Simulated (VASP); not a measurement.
Here is a VASP 6.6.1 calculation.

Contents of INCAR:

```
SYSTEM = Mo
PREC = Accurate
ENCUT = 520
EDIFF = 1E-7
ISMEAR = 0
SIGMA = 0.1
LREAL = .FALSE.
LASPH = .TRUE.
NELM = 80
ALGO = Normal
ISIF = 2
LWAVE = .FALSE.
LCHARG = .FALSE.
GGA = PE
```

KPOINTS

```
regular mesh
0
G
  16 16 16
  0 0 0
```

The input POSCAR:

```
Mo
1.0
   -1.5734150000      1.5734150000      1.5734150000
    1.5734150000     -1.5734150000      1.5734150000
    1.5734150000      1.5734150000     -1.5734150000
Mo
1
Direct
    0.0000000000      0.0000000000      0.0000000000
```

Potentials or basis: VASP PAW PBE potentials, release 64 (Mo_sv).

Command:

```console
$ cat potpaw_PBE.64/Mo_sv/POTCAR > POTCAR
$ mpirun -np 1 vasp_std > vasp.out
```

**Question.** Estimate the pressure.

**Answer.** 3.9 GPa.

**Question.** What does it give for the band gap on the k mesh?

**Answer.** None (metal or under the smearing width).
